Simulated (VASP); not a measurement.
Here is the system:

```
SrTiO3
1.0
    3.86166     0.00000     0.00000
    0.00000     3.86166     0.00000
    0.00000     0.00000     3.86166
Sr Ti O
1 1 3
Direct
  0.00000   0.00000   0.00000
  0.50000   0.50000   0.50000
  0.50000   0.00000   0.50000
  0.00000   0.50000   0.50000
  0.50000   0.50000   0.00000
```

These are LDA (Ceperley-Alder, Perdew-Zunger), VASP's LDA PAW potentials (set 64) (plane waves; VASP) values and carry that method's errors. Run with 520 eV cut-off, 7×7×7 Γ-centred mesh, Gaussian smearing of 0.050 eV, potentials Sr_sv Ti_sv O.

Q: The job: SrTiO3 (cubic perovskite), 5 atoms, LDA, static run, 520 eV, 7×7×7 Γ-centred mesh. Roughly how much core time does it take on a busy server core?

A: About 20 core-seconds (one run on a shared machine, a rough figure). It had 20 irreducible k-points, 24 bands, up to 1562 plane waves and 18 electronic steps.

The compound is SrTiO3 in the cubic perovskite structure, the ideal cubic form; the compound distorts at low or room temperature. It was relaxed first.
